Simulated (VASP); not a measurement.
VASP runs on BeTe (zinc blende) share one base input (PBE GGA, plane waves, VASP's PBE PAW potentials (set 64)) and change the settings named in each case.

INCAR:
```
SYSTEM = BeTe
PREC = Accurate
ENCUT = 400
EDIFF = 1E-6
NELM = 100
ALGO = Normal
LREAL = .FALSE.
LASPH = .TRUE.
ISMEAR = 0
SIGMA = 0.05
GGA = PE
LMAXMIX = 4
LWAVE = .FALSE.
LCHARG = .FALSE.
ISIF = 2
```

KPOINTS:
```
kpoints
0
G
  7 7 7
```

File POSCAR:
```
BeTe
1
    0.0000000000     2.8713000000     2.8713000000
    2.8713000000     0.0000000000     2.8713000000
    2.8713000000     2.8713000000     0.0000000000
Be Te
1 1
Direct
  0.0000000000   0.0000000000   0.0000000000
  0.2500000000   0.2500000000   0.2500000000
```

POTCAR, in this order: Be Te (PBE.64 set). Program: vasp_std.

| change | E(σ→0) (eV/atom) | pressure (GPa) | irreducible k-points |
|---|---|---|---|
| base run | -3.8055 | -2.04 | 20 |
| KPOINTS 3×3×3 Monkhorst-Pack mesh | -3.6558 | -0.62 | 4 |
| KPOINTS 5×5×5 Monkhorst-Pack mesh | ___ | ___ | 10 |
| KPOINTS 6×6×6 Monkhorst-Pack mesh | ___ | -2.05 | 28 |
| KPOINTS 9×9×9 Monkhorst-Pack mesh | -3.8063 | -2.05 | 35 |

Task: Some entries are withheld; supply them.

Result: 
- KPOINTS 6×6×6 Monkhorst-Pack mesh, E(σ→0) (eV/atom): -3.8064
- KPOINTS 5×5×5 Monkhorst-Pack mesh, E(σ→0) (eV/atom): -3.7966
- KPOINTS 5×5×5 Monkhorst-Pack mesh, pressure (GPa): -1.94

Unless said otherwise, spin-orbit coupling is left out, though it shifts the bands of the heavy elements here.

Left out are runs that ran out of time, are held back, or changed the cell or the kind of run, fixed moments of cells without a moment, rows past the twelfth, gaps on odd meshes, pressures of charged cells and columns that move by less than the noise.

The compound is BeTe in the zinc blende structure. The cell was not relaxed at this level.
